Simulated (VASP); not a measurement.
# CeC (Fm-3m) in VASP: a series of runs, part 2 of 2

VASP 6.6.1. Earlier steps stand in the parts before.

**3. Single point, PBEsol (volume scaled by 1.02)**

INCAR

```
SYSTEM = CeC
ALGO = Normal ; EDIFF = 1E-6
ENCUT = 520 ; GGA = PS
ISIF = 2 ; ISMEAR = -1
LASPH = .TRUE. ; LCHARG = .FALSE.
LREAL = .FALSE. ; LWAVE = .FALSE.
NBANDS = 15 ; NELM = 100
PREC = Accurate ; SIGMA = 0.03
```

KPOINTS

```
k-points
0
G
  12 12 12
  0 0 0
```

POSCAR

```
CeC
1.0
    0.0000000000      2.6132620110      2.6132620110
    2.6132620110      0.0000000000      2.6132620110
    2.6132620110      2.6132620110      0.0000000000
Ce C
1 1
Direct
    0.0000000000      0.0000000000      0.0000000000
    0.5000000000      0.5000000000      0.5000000000
```

Potentials or basis: VASP PAW PBE potentials, release 64 (Ce, C).

Run with:

```console
> cat potpaw_PBE.64/Ce/POTCAR potpaw_PBE.64/C/POTCAR > POTCAR
> mpirun -np 1 vasp_std > vasp.out
```

OUTCAR:

```text
SYSTEM = CeC
   EDIFF = 1E-6
   ENCUT = 520
   GGA = PS
   ISIF = 2
   ISMEAR = -1
   LASPH = .TRUE.
   LREAL = .FALSE.
   NELM = 100
   PREC = Accurate

 ion  position               nearest neighbor table
   1  0.000  0.000  0.000-   2 2.61   2 2.61   2 2.61   2 2.61   2 2.61   2 2.61
   2  0.500  0.500  0.500-   1 2.61   1 2.61   1 2.61   1 2.61   1 2.61   1 2.61

  LATTYP: Found a face centered cubic cell.
 ALAT       =     5.2265240220

  Lattice vectors:

 A1 = (   0.0000000000,   2.6132620110,   2.6132620110)
 A2 = (   2.6132620110,   0.0000000000,   2.6132620110)
 A3 = (   2.6132620110,   2.6132620110,   0.0000000000)

Analysis of symmetry for initial positions (statically):
=====================================================================
 Subroutine PRICEL returns:
 Original cell was already a primitive cell.

 Routine SETGRP: Setting up the symmetry group for a
 face centered cubic supercell.

 Subroutine GETGRP returns: Found 48 space group operations
 (whereof 48 operations were pure point group operations)
 out of a pool of 48 trial point group operations.

The static configuration has the point symmetry O_h .

Analysis of symmetry for dynamics (positions and initial velocities):
=====================================================================
 Subroutine PRICEL returns:
 Original cell was already a primitive cell.

 Routine SETGRP: Setting up the symmetry group for a
 face centered cubic supercell.

 Subroutine GETGRP returns: Found 48 space group operations
 (whereof 48 operations were pure point group operations)
 out of a pool of 48 trial point group operations.

The dynamic configuration has the point symmetry O_h .

 Subroutine INISYM returns: Found 48 space group operations
 (whereof 48 operations are pure point group operations),
 and found     1 'primitive' translations

----------------------------------------------------------------------------------------

                                     Primitive cell

  volume of cell :      35.6927

  direct lattice vectors                    reciprocal lattice vectors
     0.000000000  2.613262011  2.613262011    -0.191331752  0.191331752  0.191331752
     2.613262011  0.000000000  2.613262011     0.191331752 -0.191331752  0.191331752
     2.613262011  2.613262011  0.000000000     0.191331752  0.191331752 -0.191331752

  length of vectors
     3.695710578  3.695710578  3.695710578     0.331396316  0.331396316  0.331396316

  position of ions in fractional coordinates (direct lattice)
     0.000000000  0.000000000  0.000000000
     0.500000000  0.500000000  0.500000000

  ion indices of the primitive-cell ions
   primitive index   ion index
                 1           1
                 2           2

----------------------------------------------------------------------------------------

 KPOINTS: k-points

Automatic generation of k-mesh.
 Grid dimensions read from file:
 generate k-points for:   12   12   12

 Generating k-lattice:

  Cartesian coordinates                     Fractional coordinates (reciprocal lattice)
    -0.015944313  0.015944313  0.015944313     0.083333333  0.000000000  0.000000000
     0.015944313 -0.015944313  0.015944313     0.000000000  0.083333333  0.000000000
[... 41 lines left out ...]
   number of dos      NEDOS =    301   number of ions     NIONS =      2
   total plane-waves  NPLWV =  21952
   dimension x,y,z NGX =    28 NGY =   28 NGZ =   28
   dimension x,y,z NGXF=    56 NGYF=   56 NGZF=   56
   ions per type =               1   1
   NGX,Y,Z   is equivalent  to a cutoff of  12.60, 12.60, 12.60 a.u.
   NGXF,Y,Z  is equivalent  to a cutoff of  25.19, 25.19, 25.19 a.u.
 SYSTEM =  CeC
   PREC   = accura    normal or accurate (medium, high low for compatibility)
   ISTART =      0    job   : 0-new  1-cont  2-samecut
   ICHARG =      2    charge: 1-file 2-atom 10-const
   ISPIN  =      1    spin polarized calculation?
   LNONCOLLINEAR =      F non collinear calculations
   LSORBIT =      F    spin-orbit coupling
   LASPH  =      T    aspherical Exc in radial PAW
   ENCUT  =  520.0 eV  38.22 Ry    6.18 a.u.   6.87  6.87  6.87*2*pi/ulx,y,z
   NELM   =    100;   NELMIN=  2; NELMDL= -5     # of ELM steps
   EDIFF  = 0.1E-05   stopping-criterion for ELM
   LREAL  =      F    real-space projection
   EDIFFG = 0.1E-04   stopping-criterion for IOM
   NSW    =      0    number of steps for IOM
   IBRION =     -1    ionic relax: 0-MD 1-quasi-New 2-CG
   NFREE  =      0    steps in history (QN), initial steepest desc. (CG)
   ISIF   =      2    stress and relaxation
   ISYM   =      2    0-nonsym 1-usesym 2-fastsym
   POTIM  = 0.5000    time-step for ionic-motion
   TEBEG  =    0.0;   TEEND  =   0.0 temperature during run
   PSTRESS=    0.0 pullay stress
   NELECT =      16.0000    total number of electrons
   NUPDOWN=      -1.0000    fix difference up-down
   EMIN   =  10.00;   EMAX   =-10.00  energy-range for DOS
   EFERMI =   0.00;   METHOD = LEGACY
   ISMEAR =    -1;   SIGMA  =   0.03  broadening in eV -4-tet -1-fermi 0-gaus
   EFERMI_NEDOS =   21; number of points for ismear=-14 and -15
   IALGO  =     38    algorithm
   IMIX   =      4    mixing-type and parameters
     AMIX     =   0.40;   BMIX     =  1.00
     AMIX_MAG =   1.60;   BMIX_MAG =  1.00
  volume/ion in A,a.u.               =      17.85       120.43
  Fermi-wavevector in a.u.,A,eV,Ry     =   1.252916  2.367667 21.358397  1.569798
  Thomas-Fermi vector in A             =   2.386793
   LORBIT       =      0    0 simple, 1 ext, 2 COOP (PROOUT), +10 PAW based schemes
   GGA     = PS    functional components
   LHFCALC =     F    Hartree Fock is set to
   AEXX    =    0.0000 exact exchange contribution
   IVDW    =     0    specifies the selected vdW correction
   LEPSILON=     F    determine dielectric tensor
   LRPA    =     F    only Hartree local field effects (RPA)
 non-spin polarized calculation
  energy-cutoff  :      520.00
  volume of cell :       35.69
 maximum number of plane-waves:       982
   NGX = 13   NGY = 13   NGZ = 13

 number of electron      16.0000000 magnetization

 Free energy of the ion-electron system (eV)
  ---------------------------------------------------
  ext. energy  EPLUGINS =         0.00000000
  ---------------------------------------------------
  free energy    TOTEN  =       -16.24072479 eV

  energy without entropy =      -16.23638134  energy(sigma->0) =      -16.23855307

 E-fermi :   7.0229     XC(G=0): -11.3324

 val. band max:        7.0031865970   @ k =   0.2500   0.2500   0.0000
 cond. band min:       7.0328511054   @ k =   0.4167   0.3333   0.0833
 fundamental gap:      0.0296645084
 Fermi energy:         7.0229254522

 k-point     1 :       0.0000    0.0000    0.0000
  band No.  band energies     occupation
      1     -26.9293      2.00000
      2      -8.9434      2.00000
      3      -8.9434      2.00000
      4      -8.9434      2.00000
      5      -1.9916      2.00000
      6       6.4422      2.00000
      7       6.4422      2.00000
      8       6.4422      2.00000
      9       7.2908      0.00027
     10       7.9240      0.00000
     11       7.9240      0.00000
     12       7.9240      0.00000
     13       9.2738      0.00000
     14       9.2738      0.00000
[... 401 lines left out ...]
      2     -10.4306      2.00000
      3      -9.3751      2.00000
      4      -9.1317      2.00000
      5      -0.1730      2.00000
      6       4.3985      2.00000
      7       5.5008      2.00000
      8       5.9759      2.00000
      9       7.5245      0.00000
     10       7.5518      0.00000
     11       7.5768      0.00000
     12       7.8271      0.00000
     13       7.8407      0.00000
     14       7.9027      0.00000
     15       7.9664      0.00000

 [... further k-points ...]

------------------------ aborting loop because EDIFF is reached ----------------------------------------

  FORCE on cell =-STRESS in cart. coord.  units (eV):
  Direction    XX          YY          ZZ          XY          YZ          ZX
  --------------------------------------------------------------------------------------
  -------------------------------------------------------------------------------------
  Total       -1.4656200     -1.4656200     -1.4656200      0.0000000      0.0000000      0.0000000
  in kB      -65.7889731    -65.7889731    -65.7889731      0.0000000      0.0000000      0.0000000
  external PRESSURE =     -65.7889731 kB  Pullay stress =       0.0000000 kB

 VOLUME and BASIS-vectors are now :
 -----------------------------------------------------------------------------
  energy-cutoff  :      520.00
  volume of cell :       35.69
      direct lattice vectors                 reciprocal lattice vectors
     0.000000000  2.613262011  2.613262011    -0.191331752  0.191331752  0.191331752
     2.613262011  0.000000000  2.613262011     0.191331752 -0.191331752  0.191331752
     2.613262011  2.613262011  0.000000000     0.191331752  0.191331752 -0.191331752

 POSITION                                       TOTAL-FORCE (eV/Angst)
 -----------------------------------------------------------------------------------
      0.00000      0.00000      0.00000         0.000000     -0.000000      0.000000
      2.61326      2.61326      2.61326        -0.000000      0.000000      0.000000
 -----------------------------------------------------------------------------------
    total drift:                                0.000000      0.000000      0.000000

  FREE ENERGIE OF THE ION-ELECTRON SYSTEM (eV)
  ---------------------------------------------------
  free  energy   TOTEN  =       -16.2407247937 eV

  energy  without entropy=      -16.2363813380  energy(sigma->0) =      -16.23855307
```

OSZICAR:

```text
N       E                     dE             d eps       ncg     rms          rms(c)
DAV:   1     0.115109589351E+03    0.11511E+03   -0.68115E+03  2184   0.132E+03
DAV:   2    -0.523423940381E+01   -0.12034E+03   -0.10315E+03  2643   0.201E+02
DAV:   3    -0.189409002309E+02   -0.13707E+02   -0.12625E+02  2887   0.896E+01
[... 15 lines left out ...]
DAV:  19    -0.162407488132E+02    0.80332E-04   -0.15338E-04  3373   0.127E-01    0.145E-01
DAV:  20    -0.162407385413E+02    0.10272E-04   -0.47164E-05  3256   0.743E-02    0.614E-02
DAV:  21    -0.162407280151E+02    0.10526E-04   -0.10024E-05  3170   0.349E-02    0.248E-02
DAV:  22    -0.162407253039E+02    0.27112E-05   -0.21424E-06  2560   0.190E-02    0.124E-02
DAV:  23    -0.162407247937E+02    0.51020E-06   -0.99794E-07  1885   0.113E-02
   1 F= -.16240725E+02 E0= -.16238553E+02  d E =-.434346E-02
```

It took 62 s on 1 thread of Intel Xeon Platinum 8259CL at 2.50GHz (Skylake/Cascade Lake), shared host; peak memory 0.2 GiB.

What came out:

- Free energy: -16.2407 eV
- Pressure: -6.6 GPa
- Band gap on the k mesh: none (metal or under the smearing width)

Caveat: the PAW data sets were made with another functional, which shifts forces and pressure a little; without U or exact exchange the open f shell lies at the Fermi level, which spoils levels, moments and volumes. Spin polarisation is off, so any magnetic state and its effect on volume and gap are missing.
